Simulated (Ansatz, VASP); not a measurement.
# Cross-check of Ge between VASP and Ansatz, part 2 of 2

Wanted: the spread between two codes on one cell, functional and k mesh. The structure shown is the end of the Ansatz relaxation below.

VASP 6.6.1 and Ansatz 0.2.0.

So far. Step 3 (VASP: single point, PBEsol, pair 1): The run ends at a pressure of -0.06 GPa, with forces up to 1.2e-4 eV/Å.

### Step 6. VASP: single point, PBEsol, pair 2

Level of this step: PBEsol; plane waves and PAW (Ge_d) (VASP).

The same cell, functional, mesh and smearing now go to VASP, with its own data sets.

Input file INCAR:

```
SYSTEM = Ge
PREC = Accurate
ENCUT = 500
EDIFF = 1E-06
NELM = 120
ISMEAR = -1
SIGMA = 0.02
LREAL = .FALSE.
ALGO = Normal
GGA = PS
NBANDS = 52
LORBIT = 11
LWAVE = .FALSE.
LCHARG = .FALSE.
ISIF = 2
LASPH = .TRUE.
GGA_COMPAT = .FALSE.
KPAR = 2
```

Input file POSCAR:

```
Ge
1.0
    3.8928806300      0.0000000000      0.0000000000
   -1.9464403150      3.3713335195      0.0000000000
    0.0000000000      0.0000000000      9.9388328683
Ge
6
Direct
    0.0000000000      0.0000000000      0.5018892480
    0.0000000000      0.0000000000      0.7481107520
    0.3333333333      0.6666666667      0.8352225813
    0.3333333333      0.6666666667      0.0814440853
    0.6666666667      0.3333333333      0.1685559147
    0.6666666667      0.3333333333      0.4147774187
```

Input file KPOINTS:

```
Automatic mesh
0
Gamma
8 8 3
0 0 0
```

Potentials, in the order of the species: Ge_d (PBE family, release 64).

Run with:

```
$ mpirun -np 2 vasp_std
```

Numbers of over 12 decimals in the logs are rounded to 6 here.

The log of the run:

```text
[banner, memory and clock lines left out]
running    2 mpi-ranks, on    1 nodes
[...]
[... a notice as in an earlier step ...]

 LDA part: xc-table for (Slater+PW92), standard interpolation
 POSCAR, INCAR and KPOINTS ok, starting setup
[...]
entering main loop
       N       E                     dE             d eps       ncg     rms          rms(c)
DAV:   1     0.897667532850E+03    0.89767E+03   -0.39039E+04  2996   0.443E+03
DAV:   2     0.143323342401E+03   -0.75434E+03   -0.73063E+03  2600   0.954E+02
DAV:   3    -0.173686835559E+02   -0.16069E+03   -0.15717E+03  2736   0.242E+02
DAV:   4    -0.296605437870E+02   -0.12292E+02   -0.12145E+02  3012   0.752E+01
[...]
DAV:  11    -0.294676093984E+02   -0.96094E-05   -0.13618E-05  2736   0.225E-02    0.382E-03
DAV:  12    -0.294676105381E+02   -0.11397E-05   -0.38364E-06  2400   0.121E-02    0.140E-03
DAV:  13    -0.294676104475E+02    0.90617E-07   -0.47827E-07  1540   0.745E-03
   1 F= -.29467610E+02 E0= -.29467404E+02  d E =-.412814E-03
```

Parts of OUTCAR (step 6):

```text
  Total        4.5317932      4.5317932     -0.1009740      0.0000000      0.0000000     -0.0000000
  in kB       55.6637521     55.6637521     -1.2402578      0.0000000      0.0000000     -0.0000000
  external PRESSURE =      36.6957488 kB  Pullay stress =       0.0000000 kB

 POSITION                                       TOTAL-FORCE (eV/Angst)
 -----------------------------------------------------------------------------------
      0.00000      0.00000      4.98819        -0.000000      0.000000     -0.004241
      0.00000      0.00000      7.43535         0.000000     -0.000000      0.004241
     -0.00000      2.24756      8.30114        -0.000000      0.000000     -0.004241
     -0.00000      2.24756      0.80946         0.000000     -0.000000      0.004241
      1.94644      1.12378      1.67525        -0.000000      0.000000     -0.004241
      1.94644      1.12378      4.12240         0.000000     -0.000000      0.004241
 -----------------------------------------------------------------------------------
    total drift:                                0.000000      0.000000      0.000000

  FREE ENERGIE OF THE ION-ELECTRON SYSTEM (eV)
  ---------------------------------------------------
  free  energy   TOTEN  =       -29.4676104475 eV

  energy  without entropy=      -29.4671976333  energy(sigma->0) =      -29.46740404

[... 1 part as in an earlier step ...]

[... 2 further parts left out ...]
[key lines of the parts left out:]
E-fermi :   5.4474
```

The run ends at a pressure of 3.67 GPa, with forces up to 0.0042 eV/Å.

### Step 7. Side by side

The two programs side by side:

| quantity | Ansatz | VASP | difference |
| --- | --- | --- | --- |
| pressure (GPa) | 3.78 | 3.67 | +0.11 |
| gap on the k mesh (eV) | 0.094 | 0.100 | -0.005 |

At this near-relaxed geometry the largest component of a force difference is 4 meV/Å. A gap on the mesh is an upper bound, since the band edges may lie between its points.

### Step 8. Ansatz: relaxation, PBEsol

This run makes the geometry at which the two programs are then compared. The cell compared in this pair holds 132.60 Å³, against 130.44 Å³ for the pair before.

The structure compared here is the end of the Ansatz relaxation.

Input file input.yaml:

```yaml
crystal:
  lattice:
    - [3.93301342, 0.0, 0.0]
    - [-1.96650671, 3.4060895351, 0.0]
    - [0.0, 0.0, 9.948451832]
  atoms:
    - { symbol: Ge, position: [1.0, 1.0, 0.5] }
    - { symbol: Ge, position: [0.0, 0.0, 0.75] }
    - { symbol: Ge, position: [0.3333333, 0.6666667, 0.8333333] }
    - { symbol: Ge, position: [0.3333333, 0.6666667, 0.0833333] }
    - { symbol: Ge, position: [0.6666667, 0.3333333, 0.1666667] }
    - { symbol: Ge, position: [0.6666667, 0.3333333, 0.4166667] }
kpoints:
  mp_grid: { grid: [8, 8, 3] }
scf:
  occupations: { method: fermi_dirac, width: 0.02 }
hamiltonian:
  xc: pbesol
  pseudopotentials: { kind: paw, azcp: { folder: soft_1 }, xc_functional: pbe }
basis:
  ecutwfc: 600
output:
  forces: true
  stress: true
relax:
  f_tol: 0.005
  max_steps: 70
  cell: { stress_tol: 0.02, p_target: 0, fix: [a, b, alpha, beta, gamma] }
```

Run with:

```
$ ansatz run input.yaml --threads 8 --pin off --max-ram 18432MiB --backend cpu --events-out ev --progress --plain --runs-dir out
```

The log of the run:

```text
[...]
Crystal: 6 atoms, lattice volume = 133.271 Å³
Basis set: ecut = 600 eV, 4425 PW (Γ), exchange–correlation on 64×64×160 points (8 copies of the dense FFT grid, shifted against one another)
Bands: 51, of which v1, the nominal top of the filled ones, is band 42 counted from 1 (41 counted from 0)
Symmetry: 36 space group operations
[...]
k-points: 25 of 192
[...]
cell:  # Å, volume = 132.5968 Å³
    - [3.933013, 0, 0]
    - [-1.966507, 3.406090, 0]
    - [0, 0, 9.898095]
  atoms:
    - { symbol: Ge, position: [1.000000, 1.000000, 0.501203] }
    - { symbol: Ge, position: [0, 0, 0.748797] }
    - { symbol: Ge, position: [0.333333, 0.666667, 0.834536] }
    - { symbol: Ge, position: [0.333333, 0.666667, 0.082130] }
    - { symbol: Ge, position: [0.666667, 0.333333, 0.167870] }
    - { symbol: Ge, position: [0.666667, 0.333333, 0.415464] }
[key lines of the parts left out:]
SCF converged after 6 iterations
Free energy (F): -25520.947518 eV
Fermi energy:    8.864380 eV
P = ⅓ Tr σ = 2.4238 GPa (24.238 kbar)
```

### Step 9. VASP: single point, PBEsol, pair 3

The same cell, functional, mesh and smearing now go to VASP, with its own data sets.

INCAR is that of step 6.

Input file POSCAR:

```
Ge
1.0
    3.9330134200      0.0000000000      0.0000000000
   -1.9665067100      3.4060895351      0.0000000000
    0.0000000000      0.0000000000      9.8980954585
Ge
6
Direct
    0.0000000000      0.0000000000      0.5012030168
    0.0000000000      0.0000000000      0.7487969832
    0.3333333333      0.6666666667      0.8345363502
    0.3333333333      0.6666666667      0.0821303165
    0.6666666667      0.3333333333      0.1678696835
    0.6666666667      0.3333333333      0.4154636498
```

KPOINTS is that of step 6.

Run with:

```
$ mpirun -np 2 vasp_std
```

The log of the run:

```text
[... set-up lines as in an earlier step ...]
 entering main loop
       N       E                     dE             d eps       ncg     rms          rms(c)
DAV:   1     0.886801770923E+03    0.88680E+03   -0.39224E+04  3044   0.441E+03
DAV:   2     0.141168671161E+03   -0.74563E+03   -0.72215E+03  2600   0.961E+02
DAV:   3    -0.176995946143E+02   -0.15887E+03   -0.15527E+03  2756   0.241E+02
DAV:   4    -0.297243995434E+02   -0.12025E+02   -0.11916E+02  3072   0.744E+01
[...]
DAV:  11    -0.295454897610E+02   -0.79462E-05   -0.10668E-05  2656   0.207E-02    0.374E-03
DAV:  12    -0.295454909589E+02   -0.11979E-05   -0.31624E-06  2404   0.124E-02    0.116E-03
DAV:  13    -0.295454908735E+02    0.85474E-07   -0.38860E-07  1552   0.726E-03
   1 F= -.29545491E+02 E0= -.29545376E+02  d E =-.230052E-03
```

OUTCAR, selected parts (step 9):

```text
  Total        2.9279000      2.9279000     -0.0919770      0.0000000      0.0000000      0.0000000
  in kB       35.3780339     35.3780339     -1.1113644      0.0000000      0.0000000      0.0000000
  external PRESSURE =      23.2149011 kB  Pullay stress =       0.0000000 kB

 POSITION                                       TOTAL-FORCE (eV/Angst)
 -----------------------------------------------------------------------------------
      0.00000      0.00000      4.96096         0.000000      0.000000     -0.002055
      0.00000      0.00000      7.41166        -0.000000     -0.000000      0.002055
     -0.00000      2.27073      8.26032         0.000000      0.000000     -0.002055
     -0.00000      2.27073      0.81293        -0.000000      0.000000      0.002055
      1.96651      1.13536      1.66159         0.000000      0.000000     -0.002055
      1.96651      1.13536      4.11230        -0.000000     -0.000000      0.002055
 -----------------------------------------------------------------------------------
    total drift:                                0.000000      0.000000     -0.000000

  FREE ENERGIE OF THE ION-ELECTRON SYSTEM (eV)
  ---------------------------------------------------
  free  energy   TOTEN  =       -29.5454908735 eV

  energy  without entropy=      -29.5452608216  energy(sigma->0) =      -29.54537585

[... 1 part as in an earlier step ...]

[... 2 further parts left out ...]
[key lines of the parts left out:]
E-fermi :   5.2358
```

The run ends at a pressure of 2.32 GPa, with forces up to 0.0021 eV/Å.

### Step 10. Differences

The two programs side by side:

| quantity | Ansatz | VASP | difference |
| --- | --- | --- | --- |
| pressure (GPa) | 2.42 | 2.32 | +0.10 |
| gap on the k mesh (eV) | 0.072 | 0.082 | -0.010 |

A gap on the mesh is an upper bound, since the band edges may lie between its points.

### Step 11. Summary of results

```yaml
difference_in_pressure_single_point_pbesol_pair_1: 0.11 GPa
difference_in_gap_on_the_k_mesh_single_point_pbesol_pair_2: -0.0052 eV
difference_in_gap_on_the_k_mesh_single_point_pbesol_pair_3: -0.0096 eV
```

What this shows: The difference in gap on the k mesh is -0.0096 eV (single point, PBEsol, pair 3), within the 0.08 eV picked in this series as the mark of a large difference. 4 further runs of this series are not shown here. Such differences can come from data sets, numerical settings and the points named under the comparisons, not from the functional's error against experiment.

[Lines on the potential files, build, host, timing and source positions are cut from VASP's logs without a mark.]

[Logs are printed without paths, hosts, clocks, repeated set-up lines and the standing remarks that a program may print on its own settings, such as how far it seeks lower states.]

[Hosts, paths, dates, database ids (printed as entryN), source tags and the programs' standing remarks are cut or masked in the printed files.]
